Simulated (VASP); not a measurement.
# GW on CsSnI3, part 2 of 4

Wanted: how far GW moves the Kohn-Sham levels of CsSnI3. The cell has space group Pm-3m, a computed entry that need not be the common form of this compound. The start is a computed cell from the Materials Project.

VASP 6.6.1, plane waves and PAW; the level of theory is named at each step.

So far. Step 2 (Relaxation): The forces stay under 1e-4 eV/Å. Step 3 (Ground state): The cell has a gap of 0.470 eV on mesh and path. Spin-orbit coupling is left out, which can shift or reorder these edges.

### Step 4. Empty bands

Level of this step: PBE; plane waves and PAW (Cs_sv_GW, I_GW, Sn_d_GW) (VASP).

The next step needs empty bands that the ground-state run didn't converge, so the Hamiltonian is diagonalised exactly for NBANDS bands, in a single step. LOPTICS writes the k-derivatives of the orbitals (WAVEDER), which give the long-wavelength limit of the screening.

The input, INCAR:

```
SYSTEM = CsSnI3
PREC = Accurate
ENCUT = 300
ISMEAR = 0
SIGMA = 0.01
LREAL = .FALSE.
GGA = PE
NBANDS = 568
ALGO = Exact
NELM = 1
LWAVE = .TRUE.
LCHARG = .FALSE.
LOPTICS = .TRUE.
NEDOS = 1000
CSHIFT = 0.1
```

The input, POSCAR:

```
CsSnI3
1.0
    6.2862280000      0.0000000000      0.0000000000
    0.0000000000      6.2862280000      0.0000000000
    0.0000000000      0.0000000000      6.2862280000
Cs I Sn
1 3 1
Direct
    0.5000000000      0.5000000000      0.5000000000
    0.5000000000      0.0000000000      0.0000000000
    0.0000000000      0.0000000000      0.5000000000
    0.0000000000      0.5000000000      0.0000000000
    0.0000000000      0.0000000000      0.0000000000
```

The input, KPOINTS:

```
Automatic mesh
0
Gamma
4 4 4
0 0 0
```

Potentials, in the order of the species: Cs_sv_GW, I_GW and Sn_d_GW (PBE family, release 64).

Started as:

```sh
$ mpirun -np 8 vasp_std
```

The log of the run:

```text
[banner, memory and clock lines left out]
running    8 mpi-ranks, on    1 nodes
 distrk:  each k-point on    8 cores,    1 groups
 distr:  one band on    1 cores,    8 groups

 POSCAR found type information on POSCAR CsI Sn
 POSCAR found :  3 types and       5 ions
 [... a notice as in an earlier step ...]

 LDA part: xc-table for (Slater+PW92), standard interpolation
 found WAVECAR, reading the header
  number of bands has changed, file:    28 present:   568
  trying to continue reading WAVECAR, but it might fail
 POSCAR, INCAR and KPOINTS ok, starting setup
 FFT: planning ... GRIDC
 FFT: planning ... GRID_SOFT
 FFT: planning ... GRID
 reading WAVECAR
 random initialization beyond band           28
 the WAVECAR file was read successfully
 initial charge from wavefunction
 entering main loop
       N       E                     dE             d eps       ncg     rms          rms(c)
DIA:   1    -0.156353665901E+02   -0.15635E+02    0.00000E+00     0   0.000E+00
   1 F= -.15635367E+02 E0= -.15635367E+02  d E =-.587603E-59
 writing wavefunctions
 optical routines
 imaginary and real dielectric function
 recalculating local potential from charge density
 direction            1
 direction            2
 direction            3
```

Elapsed: 87 s, on 8 MPI ranks of AMD EPYC 7R43, shared host; peak memory 3.6 GiB.

From OUTCAR (step 4):

```text
The static configuration has the point symmetry O_h .

 Found     10 irreducible k-points:

   k-points           NKPTS =     10   k-points in BZ     NKDIM =     10   number of bands    NBANDS=    568

   NELECT =      44.0000    total number of electrons

 E-fermi :   2.5247

 k-point     2 :       0.2500    0.0000    0.0000
  band No.  band energies     occupation
    ...
     18       0.2220      2.00000
     19       0.2480      2.00000
     20       0.3954      2.00000
     21       0.3954      2.00000
     22       0.4535      2.00000
     23       5.3039      0.00000
     24       5.3422      0.00000
     25       6.0930      0.00000
     26       6.2324      0.00000
     27       6.3115      0.00000
    ...

 k-point     3 :       0.5000    0.0000    0.0000
  band No.  band energies     occupation
    ...
     18       0.0958      2.00000
     19       0.1775      2.00000
     20       0.3553      2.00000
     21       0.3553      2.00000
     22       0.9696      2.00000
     23       3.6201      0.00000
     24       6.2491      0.00000
     25       6.4907      0.00000
     26       6.7093      0.00000
     27       6.7093      0.00000
    ...

  Total       -0.0277163     -0.0277163     -0.0277163      0.0000000      0.0000000     -0.0000000
  in kB       -0.1787622     -0.1787622     -0.1787622      0.0000000      0.0000000     -0.0000000
  external PRESSURE =      -0.1787622 kB  Pullay stress =       0.0000000 kB

  FREE ENERGIE OF THE ION-ELECTRON SYSTEM (eV)
  ---------------------------------------------------
  free  energy   TOTEN  =       -15.6353665901 eV

  energy  without entropy=      -15.6353665901  energy(sigma->0) =      -15.63536659

 plasma frequency squared (from intraband transitions) (eV^2)
  --------------------------------------------------------------------------------------
       0.000      -0.000      -0.000
      -0.000       0.000       0.000
      -0.000       0.000       0.000

[... 11 parts as in an earlier step ...]

[... 2 further parts left out ...]
```

The gap is read on the k-mesh alone, so it is an upper bound where the band edges lie off the mesh.

This step gave:

```
gap on the k-mesh              : 0.4704 eV
least direct gap on the k-mesh : 0.4704 eV
```

WAVECAR now holds 568 bands for 44 electrons. Its independent-particle dielectric tensor has xx, yy, zz = 29.1, 29.1, 29.1 on this mesh, which isn't tested for convergence in mesh or bands and lacks local fields.

### Step 5. evGW0

This step: evGW0 on PBE; plane waves and PAW (Cs_sv_GW, I_GW, Sn_d_GW) (VASP 6.6.1).

The lowest NBANDSGW levels in G are updated for four passes while W stays fixed, so the result depends less on the starting levels.

The input, INCAR:

```
SYSTEM = CsSnI3
PREC = Accurate
ENCUT = 300
ISMEAR = 0
SIGMA = 0.01
LREAL = .FALSE.
GGA = PE
NBANDS = 568
ALGO = EVGW0
NELMGW = 4
ENCUTGW = 100
NOMEGA = 48
PRECFOCK = Fast
NBANDSGW = 32
LWAVE = .FALSE.
LCHARG = .FALSE.
```

POSCAR is that of step 4.

KPOINTS is that of step 4.

Started as:

```sh
$ mpirun -np 8 vasp_std
```

The log of the run:

```text
[banner, memory and clock lines left out]
running    8 mpi-ranks, on    1 nodes
 distrk:  each k-point on    8 cores,    1 groups
 distr:  one band on    1 cores,    8 groups

 POSCAR found type information on POSCAR CsI Sn
 POSCAR found :  3 types and       5 ions
 [... a notice as in an earlier step ...]

|                                                                             |
|           W    W    AA    RRRRR   N    N  II  N    N   GGGG   !!!           |
|           W    W   A  A   R    R  NN   N  II  NN   N  G    G  !!!           |
|           W    W  A    A  R    R  N N  N  II  N N  N  G       !!!           |
|           W WW W  AAAAAA  RRRRR   N  N N  II  N  N N  G  GGG   !            |
|           WW  WW  A    A  R   R   N   NN  II  N   NN  G    G                |
|           W    W  A    A  R    R  N    N  II  N    N   GGGG   !!!           |
|                                                                             |
|     The default for ENCUTGWSOFT is different in this version of VASP.       |
|     please manually set ENCUTGWSOFT =100 in the INCAR file.                 |
|                                                                             |

 LDA part: xc-table for (Slater+PW92), standard interpolation
 found WAVECAR, reading the header
 POSCAR, INCAR and KPOINTS ok, starting setup
 FFT: planning ... GRIDC
 FFT: planning ... GRID_SOFT
 FFT: planning ... GRID
 reading WAVECAR
 the WAVECAR file was read successfully
 initial charge from wavefunction
 available memory per node:     90.50 GB, setting MAXMEM to     92675

 The Fermi energy was updated, please check that it is located mid-gap
 values below the HOMO (VB) or above the LUMO (CB) will cause erroneous energies
 E-fermi :   2.6472

 calculate exact exchange contribution
 the WAVEDER file was read successfully
|                                                                             |
|           W    W    AA    RRRRR   N    N  II  N    N   GGGG   !!!           |
|           W    W   A  A   R    R  NN   N  II  NN   N  G    G  !!!           |
|           W    W  A    A  R    R  N N  N  II  N N  N  G       !!!           |
|           W WW W  AAAAAA  RRRRR   N  N N  II  N  N N  G  GGG   !            |
|           WW  WW  A    A  R   R   N   NN  II  N   NN  G    G                |
|           W    W  A    A  R    R  N    N  II  N    N   GGGG   !!!           |
|                                                                             |
|     Automatic setting of frequency mesh for GW failed. Frequency mesh       |
|     properly not suitable for determining QP energies. Consider             |
|     increasing number of kpoints.                                           |
|                                                                             |

energies w=
    0.000    0.000    0.335    0.000    0.668    0.000    0.999    0.000
    1.325    0.000    1.647    0.000    1.964    0.000    2.274    0.000
    2.579    0.000    2.878    0.000    3.172    0.000    3.461    0.000
    3.746    0.000    4.028    0.000    4.307    0.000    4.585    0.000
    4.863    0.000    5.141    0.000    5.422    0.000    5.707    0.000
    5.996    0.000    6.292    0.000    6.597    0.000    6.913    0.000
    7.241    0.000    7.586    0.000    7.949    0.000    8.334    0.000
    8.747    0.000    9.192    0.000    9.676    0.000   10.207    0.000
   10.794    0.000   11.452    0.000   12.196    0.000   13.048    0.000
   14.038    0.000   15.205    0.000   16.606    0.000   18.322    0.000
   20.477    0.000   23.266    0.000   27.016    0.000   32.324    0.000
   40.394    0.000   54.097    0.000   82.359    0.000  173.959    0.000
 responsefunction array rank=     592
 LDA part: xc-table for (Slater+PW92), standard interpolation

 min. memory requirement per mpi rank    802.9 MB, per node   6423.2 MB

 allocating   6 responsefunctions rank=   592
 shmem allocating  48 responsefunctions rank=   592
 response function shared by NCSHMEM nodes    1
 Doing            6  frequencies on each core in blocks of           48
NQ=   1    0.0000    0.0000    0.0000,
|.........|.........|.........|.........|.........|.........|.........|.........
 performed       1901000 updates of chi_q(r,r)
 total number of BLAS operations       5240.36 Gflops
NQ=   2    0.2500    0.0000    0.0000,
|.........|.........|.........|.........|.........|.........|.........|.........
 performed       4965000 updates of chi_q(r,r)
 total number of BLAS operations      12764.27 Gflops
NQ=   3    0.5000    0.0000    0.0000,
|.........|.........|.........|.........|.........|.........|.........|.........
 performed       7411000 updates of chi_q(r,r)
 total number of BLAS operations      19484.77 Gflops
NQ=   4    0.2500    0.2500    0.0000,
|.........|.........|.........|.........|.........|.........|.........|.........
 performed      10984000 updates of chi_q(r,r)
 total number of BLAS operations      28353.54 Gflops
NQ=   5    0.5000    0.2500    0.0000,
|.........|.........|.........|.........|.........|.........|.........|.........
 performed      14557000 updates of chi_q(r,r)
 total number of BLAS operations      37382.25 Gflops
NQ=   6    0.5000    0.5000    0.0000,
|.........|.........|.........|.........|.........|.........|.........|.........
 performed      16966000 updates of chi_q(r,r)
 total number of BLAS operations      43256.90 Gflops
NQ=   7    0.2500    0.2500    0.2500,
|.........|.........|.........|.........|.........|.........|.........|.........
 performed      19812000 updates of chi_q(r,r)
 total number of BLAS operations      50890.23 Gflops
NQ=   8    0.5000    0.2500    0.2500,
|.........|.........|.........|.........|.........|.........|.........|.........
 performed      23167000 updates of chi_q(r,r)
 total number of BLAS operations      59549.81 Gflops
NQ=   9    0.5000    0.5000    0.2500,
|.........|.........|.........|.........|.........|.........|.........|.........
 performed      26158000 updates of chi_q(r,r)
 total number of BLAS operations      67162.78 Gflops
NQ=  10    0.5000    0.5000    0.5000,
|.........|.........|.........|.........|.........|.........|.........|.........
 performed      28059000 updates of chi_q(r,r)
 total number of BLAS operations      71796.85 Gflops
 resolving degeneracies of screened two electron integrals

 calculate QP shifts <psi_nk| G(iteration)W_0 |psi_nk>: iteration 1
 allocating   6 responsefunctions rank=   592
 shmem allocating  48 responsefunctions rank=   592
 response function shared by NCSHMEM nodes    1
 Doing            6  frequencies on each core in blocks of           48
NQ=   1    0.0000    0.0000    0.0000,
|.........|.........|.........|.........|.........|.........|.........|.........
 performed       1901000 updates of chi_q(r,r)
 total number of BLAS operations       5240.36 Gflops
NQ=   2    0.2500    0.0000    0.0000,
|.........|.........|.........|.........|.........|.........|.........|.........
 performed       4965000 updates of chi_q(r,r)
 total number of BLAS operations      12764.27 Gflops
NQ=   3    0.5000    0.0000    0.0000,
|.........|.........|.........|.........|.........|.........|.........|.........
 performed       7411000 updates of chi_q(r,r)
 total number of BLAS operations      19484.77 Gflops
NQ=   4    0.2500    0.2500    0.0000,
|.........|.........|.........|.........|.........|.........|.........|.........
 performed      10984000 updates of chi_q(r,r)
 total number of BLAS operations      28353.54 Gflops
NQ=   5    0.5000    0.2500    0.0000,
|.........|.........|.........|.........|.........|.........|.........|.........
 performed      14557000 updates of chi_q(r,r)
 total number of BLAS operations      37382.25 Gflops
NQ=   6    0.5000    0.5000    0.0000,
|.........|.........|.........|.........|.........|.........|.........|.........
 performed      16966000 updates of chi_q(r,r)
 total number of BLAS operations      43256.90 Gflops
NQ=   7    0.2500    0.2500    0.2500,
|.........|.........|.........|.........|.........|.........|.........|.........
 performed      19812000 updates of chi_q(r,r)
 total number of BLAS operations      50890.23 Gflops
NQ=   8    0.5000    0.2500    0.2500,
|.........|.........|.........|.........|.........|.........|.........|.........
 performed      23167000 updates of chi_q(r,r)
 total number of BLAS operations      59549.81 Gflops
NQ=   9    0.5000    0.5000    0.2500,
|.........|.........|.........|.........|.........|.........|.........|.........
 performed      26158000 updates of chi_q(r,r)
 total number of BLAS operations      67162.78 Gflops
NQ=  10    0.5000    0.5000    0.5000,
|.........|.........|.........|.........|.........|.........|.........|.........
 performed      28059000 updates of chi_q(r,r)
 total number of BLAS operations      71796.85 Gflops
 resolving degeneracies of screened two electron integrals

 calculate QP shifts <psi_nk| G(iteration)W_0 |psi_nk>: iteration 2
 allocating   6 responsefunctions rank=   592
 shmem allocating  48 responsefunctions rank=   592
 response function shared by NCSHMEM nodes    1
 Doing            6  frequencies on each core in blocks of           48
NQ=   1    0.0000    0.0000    0.0000,
|.........|.........|.........|.........|.........|.........|.........|.........
 performed       1901000 updates of chi_q(r,r)
 total number of BLAS operations       5240.36 Gflops
NQ=   2    0.2500    0.0000    0.0000,
|.........|.........|.........|.........|.........|.........|.........|.........
 performed       4965000 updates of chi_q(r,r)
 total number of BLAS operations      12764.27 Gflops
NQ=   3    0.5000    0.0000    0.0000,
|.........|.........|.........|.........|.........|.........|.........|.........
 performed       7411000 updates of chi_q(r,r)
 total number of BLAS operations      19484.77 Gflops
NQ=   4    0.2500    0.2500    0.0000,
|.........|.........|.........|.........|.........|.........|.........|.........
 performed      10984000 updates of chi_q(r,r)
 total number of BLAS operations      28353.54 Gflops
NQ=   5    0.5000    0.2500    0.0000,
|.........|.........|.........|.........|.........|.........|.........|.........
 performed      14557000 updates of chi_q(r,r)
 total number of BLAS operations      37382.25 Gflops
NQ=   6    0.5000    0.5000    0.0000,
|.........|.........|.........|.........|.........|.........|.........|.........
 performed      16966000 updates of chi_q(r,r)
 total number of BLAS operations      43256.90 Gflops
NQ=   7    0.2500    0.2500    0.2500,
|.........|.........|.........|.........|.........|.........|.........|.........
 performed      19812000 updates of chi_q(r,r)
 total number of BLAS operations      50890.23 Gflops
NQ=   8    0.5000    0.2500    0.2500,
|.........|.........|.........|.........|.........|.........|.........|.........
 performed      23167000 updates of chi_q(r,r)
 total number of BLAS operations      59549.81 Gflops
NQ=   9    0.5000    0.5000    0.2500,
|.........|.........|.........|.........|.........|.........|.........|.........
 performed      26158000 updates of chi_q(r,r)
 total number of BLAS operations      67162.78 Gflops
NQ=  10    0.5000    0.5000    0.5000,
|.........|.........|.........|.........|.........|.........|.........|.........
 performed      28059000 updates of chi_q(r,r)
 total number of BLAS operations      71796.85 Gflops
 resolving degeneracies of screened two electron integrals

 calculate QP shifts <psi_nk| G(iteration)W_0 |psi_nk>: iteration 3
 allocating   6 responsefunctions rank=   592
 shmem allocating  48 responsefunctions rank=   592
 response function shared by NCSHMEM nodes    1
 Doing            6  frequencies on each core in blocks of           48
NQ=   1    0.0000    0.0000    0.0000,
|.........|.........|.........|.........|.........|.........|.........|.........
 performed       1901000 updates of chi_q(r,r)
 total number of BLAS operations       5240.36 Gflops
NQ=   2    0.2500    0.0000    0.0000,
|.........|.........|.........|.........|.........|.........|.........|.........
 performed       4965000 updates of chi_q(r,r)
 total number of BLAS operations      12764.27 Gflops
NQ=   3    0.5000    0.0000    0.0000,
|.........|.........|.........|.........|.........|.........|.........|.........
 performed       7411000 updates of chi_q(r,r)
 total number of BLAS operations      19484.77 Gflops
NQ=   4    0.2500    0.2500    0.0000,
|.........|.........|.........|.........|.........|.........|.........|.........
 performed      10984000 updates of chi_q(r,r)
 total number of BLAS operations      28353.54 Gflops
NQ=   5    0.5000    0.2500    0.0000,
|.........|.........|.........|.........|.........|.........|.........|.........
 performed      14557000 updates of chi_q(r,r)
 total number of BLAS operations      37382.25 Gflops
NQ=   6    0.5000    0.5000    0.0000,
|.........|.........|.........|.........|.........|.........|.........|.........
 performed      16966000 updates of chi_q(r,r)
 total number of BLAS operations      43256.90 Gflops
NQ=   7    0.2500    0.2500    0.2500,
|.........|.........|.........|.........|.........|.........|.........|.........
 performed      19812000 updates of chi_q(r,r)
 total number of BLAS operations      50890.23 Gflops
NQ=   8    0.5000    0.2500    0.2500,
|.........|.........|.........|.........|.........|.........|.........|.........
 performed      23167000 updates of chi_q(r,r)
 total number of BLAS operations      59549.81 Gflops
NQ=   9    0.5000    0.5000    0.2500,
|.........|.........|.........|.........|.........|.........|.........|.........
 performed      26158000 updates of chi_q(r,r)
 total number of BLAS operations      67162.78 Gflops
NQ=  10    0.5000    0.5000    0.5000,
|.........|.........|.........|.........|.........|.........|.........|.........
 performed      28059000 updates of chi_q(r,r)
 total number of BLAS operations      71796.85 Gflops
 resolving degeneracies of screened two electron integrals

 calculate QP shifts <psi_nk| G(iteration)W_0 |psi_nk>: iteration 4
 entering main loop
```

It took 71 min on 8 MPI ranks; peak memory 6.7 GiB; 9.5 h of CPU time.

[end of part 2 of 4]

[Lines on the potential files, build, host, timing and source positions are cut from VASP's logs without a mark.]

[Logs are printed without paths, hosts, clocks, repeated set-up lines and the standing remarks that a program may print on its own settings, such as how far it seeks lower states.]

[Hosts, paths, dates, database ids (printed as entryN), source tags and the programs' standing remarks are cut or masked in the printed files.]

[Pressures printed for these runs are not shown converged in the cutoff: they can be off by several GPa and have the wrong sign.]
